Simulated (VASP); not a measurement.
KTaO$_{3}$ (cubic perovskite) relaxed at rising pressure, in one space group throughout; other phases were not tried. The pressures are those reached. Computed with PBE GGA, VASP's PBE PAW potentials (set 64) (plane waves; VASP).

```json
[
 {"P (GPa)": "0.01", "V (Å³/atom)": "13.061", "k-mesh": "6×6×6"},
 {"P (GPa)": "4.98", "V (Å³/atom)": "12.741", "k-mesh": "6×6×6"},
 {"P (GPa)": "9.96", "V (Å³/atom)": "12.458", "k-mesh": "6×6×6"},
 {"P (GPa)": "19.77", "V (Å³/atom)": "11.985", "k-mesh": "6×6×6"},
 {"P (GPa)": "30.00", "V (Å³/atom)": "11.575", "k-mesh": "6×6×6"}
]
```

Problem. Fit an equation of state and predict the volume at 44.96 GPa.

Solution. Least squares on the third-order Birch-Murnaghan form, P = (3B0/2)(y⁷ − y⁵)[1 + (3/4)(B′ − 4)(y² − 1)] with y = (V0/V)^(1/3), gives V0 = 13.061 Å³/atom, B0 = 190 GPa and B′ = 4.4, and so 11.083 Å³/atom. The run gave 11.082 Å³/atom, -0.0 % from the fit.

Pressures at which the relaxation failed are left out.

The compound is KTaO3 in the cubic perovskite structure.
